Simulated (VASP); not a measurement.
Output of a VASP run:

OSZICAR:
```
       N       E                     dE             d eps       ncg     rms          rms(c)
DAV:   1     0.462110322669E+02    0.46211E+02   -0.36342E+03   560   0.862E+02
DAV:   2     0.377481803470E+00   -0.45834E+02   -0.45405E+02   560   0.211E+02
DAV:   3    -0.101921939114E+01   -0.13967E+01   -0.13923E+01   920   0.351E+01
DAV:   4    -0.104543858412E+01   -0.26219E-01   -0.26220E-01   792   0.360E+00
DAV:   5    -0.104579989675E+01   -0.36131E-03   -0.36131E-03   928   0.287E-01    0.217E+00
DAV:   6    -0.104570528772E+01    0.94609E-04   -0.16762E-03   944   0.315E-01    0.135E+00
DAV:   7    -0.104604559631E+01   -0.34031E-03   -0.32478E-03   912   0.428E-01    0.585E-02
DAV:   8    -0.104609124559E+01   -0.45649E-04   -0.14270E-04   800   0.167E-01    0.192E-02
DAV:   9    -0.104610585455E+01   -0.14609E-04   -0.15214E-05   872   0.338E-02    0.621E-03
DAV:  10    -0.104610530612E+01    0.54843E-06   -0.21340E-06   784   0.132E-02
   1 F= -.11677490E+01 E0= -.11675878E+01  d E =-.116775E+01
```

OUTCAR:
```
------------------------ aborting loop because EDIFF is reached ----------------------------------------
 Edisp (eV)   -0.12164
  FORCE on cell =-STRESS in cart. coord.  units (eV):
  Direction    XX          YY          ZZ          XY          YZ          ZX
  --------------------------------------------------------------------------------------
  Total      -0.00305    -0.00305    -0.00305    -0.00000    -0.00000    -0.00000
  in kB      -0.07104    -0.07104    -0.07104    -0.00000    -0.00000    -0.00000
  external pressure =       -0.07 kB  Pullay stress =        0.00 kB
  volume of cell :       68.68
      direct lattice vectors                 reciprocal lattice vectors
    -2.579880802  2.579880802  2.579880802     0.000000000  0.193807404  0.193807404
     2.579880802 -2.579880802  2.579880802     0.193807404  0.000000000  0.193807404
     2.579880802  2.579880802 -2.579880802     0.193807404  0.193807404  0.000000000
 POSITION                                       TOTAL-FORCE (eV/Angst)
 -----------------------------------------------------------------------------------
      0.00000      0.00000      0.00000         0.000000      0.000000     -0.000000
 -----------------------------------------------------------------------------------
    total drift:                               -0.000000      0.000000      0.000000
  FREE ENERGIE OF THE ION-ELECTRON SYSTEM (eV)
  ---------------------------------------------------
  free  energy   TOTEN  =        -1.1677489788 eV

  energy  without entropy=       -1.1672655565  energy(sigma->0) =       -1.16758784

 reached required accuracy - stopping structural energy minimisation
```
(Selected blocks of OUTCAR.)

File POSCAR:
```
K
1
   -2.5798808022     2.5798808022     2.5798808022
    2.5798808022    -2.5798808022     2.5798808022
    2.5798808022     2.5798808022    -2.5798808022
K
1
Direct
  0.0000000000   0.0000000000   0.0000000000
```

Q: Write an INCAR and KPOINTS that could have produced this output.

A: One answer among several that fit: the input of the run itself, PBE GGA with D3 dispersion (Becke-Johnson damping), plane waves, VASP's PBE PAW potentials (set 64).

**KPOINTS**
```
kpoints
0
Gamma
 9 9 9
0 0 0
```

**INCAR**
```
# general
SYSTEM  =  K
PREC    =  Accurate
ENCUT   =  520   # plane-wave cut-off (eV)
LREAL   =  F   # projection in real space or not
LASPH   =  T   # aspherical one-centre terms

# electronic loop
EDIFF   =  1E-6   # SCF stop (eV)
NELM    =  100
ALGO    =  Normal   # blocked Davidson

# smearing
ISMEAR  =  1   # Methfessel-Paxton
SIGMA   =  0.1

# functional
GGA     =  PE   # PBE
IVDW    =  12

# ions
IBRION  =  2
NSW     =  60
ISIF    =  3   # ions, shape and volume
EDIFFG  =  -0.01

# output
LWAVE   =  F
LCHARG  =  F
```

POTCAR, in this order: K_sv (PBE.64 set). Program: vasp_std.

The compound is K in the bcc structure. It was relaxed first, which changed the volume by -7 %. The start is the result of an earlier pass.
